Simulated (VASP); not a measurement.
All values below come from r2SCAN meta-GGA, VASP's PBE PAW potentials (set 64) (plane waves; VASP).

VASP ran on this input.

INCAR:
```
ALGO = Normal
EDIFF = 1E-6
EDIFFG = -0.01
ENCUT = 400
IBRION = 2
ISIF = 3
ISMEAR = 1
LASPH = T
LCHARG = F
LMAXMIX = 6
LMIXTAU = T
LREAL = F
LWAVE = F
METAGGA = R2SCAN
NELM = 100
NSW = 60
PREC = Accurate
SIGMA = 0.1
SYSTEM = Re
```

**KPOINTS**
```
Automatic mesh
0
Gamma
14 14 8
0 0 0
```

POSCAR:
```
Re
1
    1.3800000000    -2.3902300000     0.0000000000
    1.3800000000     2.3902300000     0.0000000000
    0.0000000000     0.0000000000     4.4600000000
Re
2
Direct
  0.3333330000   0.6666670000   0.2500000000
  0.6666670000   0.3333330000   0.7500000000
```

POTCAR, in this order: Re (PBE.64 set). Program: vasp_std.

Output

OUTCAR:
```
 ion  position               nearest neighbor table
   1  0.333  0.667  0.250-   2 2.74   2 2.74   2 2.74   2 2.74   2 2.74   2 2.74
   2  0.667  0.333  0.750-   1 2.74   1 2.74   1 2.74   1 2.74   1 2.74   1 2.74
  LATTYP: Found a hexagonal cell.
 ALAT       =     2.7599999009
 C/A-ratio  =     1.6159420870
 Subroutine PRICEL returns:
 Original cell was already a primitive cell.
 Subroutine GETGRP returns: Found 24 space group operations
The static configuration has the point symmetry D_3d.
 The point group associated with its full space group is D_6h.
The dynamic configuration has the point symmetry D_3d.
 Subroutine INISYM returns: Found 24 space group operations
 Subroutine IBZKPT returns following result:
 Found    120 irreducible k-points:

 Following reciprocal coordinates:
            Coordinates               Weight
  0.000000  0.000000  0.000000      1.000000
  0.071429  0.000000  0.000000      6.000000
  0.142857 -0.000000  0.000000      6.000000
  0.214286  0.000000  0.000000      6.000000
  0.285714 -0.000000  0.000000      6.000000
  0.357143 -0.000000  0.000000      6.000000
  0.428571  0.000000  0.000000      6.000000
  0.500000 -0.000000  0.000000      3.000000
  0.071429  0.071429  0.000000      6.000000
  0.142857  0.071429  0.000000     12.000000
  0.214286  0.071429  0.000000     12.000000
  0.285714  0.071429  0.000000     12.000000
  0.357143  0.071429  0.000000     12.000000
  0.428571  0.071429  0.000000     12.000000
  0.142857  0.142857  0.000000      6.000000
  0.214286  0.142857  0.000000     12.000000
  0.285714  0.142857  0.000000     12.000000
  0.357143  0.142857  0.000000     12.000000
  0.428571  0.142857  0.000000      6.000000
  0.214286  0.214286  0.000000      6.000000
  0.285714  0.214286  0.000000     12.000000
  0.357143  0.214286  0.000000     12.000000
...
```

**OSZICAR**
```
       N       E                     dE             d eps       ncg     rms          rms(c)
DAV:   1    -0.594352642369E+02   -0.59435E+02   -0.64496E+03  5016   0.148E+03
DAV:   2    -0.101647466903E+03   -0.42212E+02   -0.36282E+02  4443   0.335E+02
DAV:   3    -0.105922744833E+03   -0.42753E+01   -0.35679E+01  4677   0.163E+02
DAV:   4    -0.106113848851E+03   -0.19110E+00   -0.17420E+00  4774   0.176E+01
DAV:   5    -0.106122555474E+03   -0.87066E-02   -0.64182E-02  4611   0.225E+00    0.357E+01
DAV:   6    -0.105219672794E+03    0.90288E+00   -0.34145E-01  4919   0.112E+01    0.194E+01
DAV:   7    -0.103896692595E+03    0.13230E+01   -0.30295E+00  4768   0.528E+01    0.936E+00
DAV:   8    -0.104907449446E+03   -0.10108E+01   -0.11589E+00  4837   0.278E+01    0.141E+00
DAV:   9    -0.104907083953E+03    0.36549E-03   -0.10502E-02  4569   0.198E+00    0.757E-01
DAV:  10    -0.104889446371E+03    0.17638E-01   -0.13133E-02  5113   0.244E+00    0.106E+00
DAV:  11    -0.104902298647E+03   -0.12852E-01   -0.24283E-03  4847   0.156E+00    0.390E-02
DAV:  12    -0.104902274008E+03    0.24639E-04   -0.70820E-05  4988   0.241E-01    0.886E-02
DAV:  13    -0.104902360506E+03   -0.86497E-04   -0.19024E-05  4237   0.455E-02    0.348E-02
DAV:  14    -0.104902292050E+03    0.68456E-04   -0.94548E-06  3533   0.767E-02    0.518E-03
DAV:  15    -0.104902326858E+03   -0.34808E-04   -0.25117E-06  2227   0.344E-02    0.659E-03
DAV:  16    -0.104902325056E+03    0.18020E-05   -0.69929E-07  1980   0.379E-02    0.888E-03
DAV:  17    -0.104902311957E+03    0.13099E-04   -0.69682E-07  1932   0.493E-02    0.396E-03
DAV:  18    -0.104902314025E+03   -0.20677E-05   -0.64579E-07  1917   0.151E-02    0.989E-03
DAV:  19    -0.104902314603E+03   -0.57805E-06   -0.65771E-07  1857   0.518E-02
   1 F= -.10490231E+03 E0= -.10490257E+03  d E =-.104902E+03
       N       E                     dE             d eps       ncg     rms          rms(c)
DAV:   1    -0.104903113936E+03   -0.79991E-03   -0.16758E-01  3960   0.187E+01    0.640E-01
DAV:   2    -0.104902069235E+03    0.10447E-02   -0.16027E-03  4790   0.752E-01    0.265E-01
DAV:   3    -0.104901832431E+03    0.23680E-03   -0.49896E-04  5063   0.515E-01    0.341E-02
DAV:   4    -0.104901930671E+03   -0.98240E-04   -0.68970E-05  5130   0.132E-01    0.234E-02
DAV:   5    -0.104901888368E+03    0.42304E-04   -0.12524E-05  3958   0.863E-02    0.731E-03
DAV:   6    -0.104901918944E+03   -0.30577E-04   -0.11337E-06  1821   0.372E-02    0.311E-03
DAV:   7    -0.104901918954E+03   -0.10006E-07   -0.22111E-06  2458   0.248E-02
   2 F= -.10490192E+03 E0= -.10490214E+03  d E =0.395648E-03
       N       E                     dE             d eps       ncg     rms          rms(c)
DAV:   1    -0.104903007817E+03   -0.10889E-02   -0.66744E-02  3968   0.116E+01    0.414E-01
DAV:   2    -0.104902533961E+03    0.47386E-03   -0.65028E-04  4760   0.478E-01    0.172E-01
DAV:   3    -0.104902504005E+03    0.29956E-04   -0.20735E-04  5006   0.334E-01    0.221E-02
DAV:   4    -0.104902486565E+03    0.17440E-04   -0.24812E-05  4748   0.789E-02    0.153E-02
DAV:   5    -0.104902517447E+03   -0.30882E-04   -0.40123E-06  2799   0.607E-02    0.542E-03
DAV:   6    -0.104902508787E+03    0.86608E-05   -0.63037E-07  1677   0.344E-02    0.197E-03
DAV:   7    -0.104902507242E+03    0.15443E-05   -0.15740E-06  1810   0.200E-02    0.518E-03
DAV:   8    -0.104902507590E+03   -0.34760E-06   -0.28323E-07  1614   0.306E-02
   3 F= -.10490251E+03 E0= -.10490275E+03  d E =-.192987E-03
       N       E                     dE             d eps       ncg     rms          rms(c)
DAV:   1    -0.104902577910E+03   -0.70668E-04   -0.38853E-02  3960   0.102E+01    0.391E-01
DAV:   2    -0.104902371693E+03    0.20622E-03   -0.32457E-04  4743   0.364E-01    0.169E-01
DAV:   3    -0.104902331155E+03    0.40537E-04   -0.11892E-04  5014   0.290E-01    0.147E-02
DAV:   4    -0.104902332788E+03   -0.16324E-05   -0.81262E-06  3827   0.484E-02    0.987E-03
DAV:   5    -0.104902338103E+03   -0.53147E-05   -0.96117E-07  1614   0.402E-02    0.408E-03
DAV:   6    -0.104902336717E+03    0.13859E-05   -0.39754E-07  1572   0.277E-02    0.233E-03
DAV:   7    -0.104902335939E+03    0.77732E-06   -0.91267E-07  1727   0.203E-02
   4 F= -.10490234E+03 E0= -.10490256E+03  d E =0.171651E-03
       N       E                     dE             d eps       ncg     rms          rms(c)
DAV:   1    -0.104902651150E+03   -0.31443E-03   -0.21963E-02  3960   0.776E+00    0.294E-01
DAV:   2    -0.104902549981E+03    0.10117E-03   -0.18210E-04  4756   0.274E-01    0.127E-01
DAV:   3    -0.104902521692E+03    0.28289E-04   -0.65902E-05  5008   0.215E-01    0.106E-02
DAV:   4    -0.104902533763E+03   -0.12071E-04   -0.31123E-06  2487   0.389E-02    0.790E-03
DAV:   5    -0.104902529796E+03    0.39665E-05   -0.72154E-07  1596   0.467E-02    0.357E-03
DAV:   6    -0.104902532238E+03   -0.24421E-05   -0.41369E-07  1533   0.190E-02    0.183E-03
DAV:   7    -0.104902533673E+03   -0.14349E-05   -0.76757E-07  1580   0.280E-02    0.354E-03
DAV:   8    -0.104902534036E+03   -0.36327E-06   -0.30645E-07  1467   0.233E-02
   5 F= -.10490253E+03 E0= -.10490277E+03  d E =-.264464E-04
```

### OUTCAR
```
------------------------ aborting loop because EDIFF is reached ----------------------------------------
  FORCE on cell =-STRESS in cart. coord.  units (eV):
  Direction    XX          YY          ZZ          XY          YZ          ZX
  --------------------------------------------------------------------------------------
  Total        0.0083917      0.0083917      0.0085177      0.0000000      0.0000000      0.0000000
  in kB        0.4573175      0.4573174      0.4641858      0.0000000      0.0000000      0.0000000
  external PRESSURE =       0.4596069 kB  Pullay stress =       0.0000000 kB
  volume of cell :       29.40
      direct lattice vectors                 reciprocal lattice vectors
     1.378451192 -2.387547386  0.000000000     0.362725937 -0.209419927  0.000000000
     1.378451192  2.387547386 -0.000000000     0.362725937  0.209419927 -0.000000000
    -0.000000000  0.000000000  4.466517026     0.000000000  0.000000000  0.223888098
 POSITION                                       TOTAL-FORCE (eV/Angst)
 -----------------------------------------------------------------------------------
      1.37845      0.79585      1.11663         0.000000      0.000000      0.000000
      1.37845     -0.79585      3.34989        -0.000000     -0.000000      0.000000
 -----------------------------------------------------------------------------------
    total drift:                                0.000000      0.000010     -0.000017
  FREE ENERGIE OF THE ION-ELECTRON SYSTEM (eV)
  ---------------------------------------------------
  free  energy   TOTEN  =      -104.9025340363 eV

  energy  without entropy=     -104.9032558633  energy(sigma->0) =     -104.90277465

 reached required accuracy - stopping structural energy minimisation
```
(Selected blocks of OUTCAR.)

CONTCAR:
```
Re
   1.00000000000000
     1.3784511920051785   -2.3875473862472427    0.0000000000000000
     1.3784511920051785    2.3875473862472427   -0.0000000000000000
    -0.0000000000000000    0.0000000000000000    4.4665170257399787
  Re
     2
Direct
     0.3333330000000032    0.6666669999999968    0.2500000000000000
     0.6666669999999968    0.3333330000000032    0.7500000000000000
```

The compound is Re in the hcp structure. This run relaxes it. Symmetry was kept, so distortions that lower it aren't found.
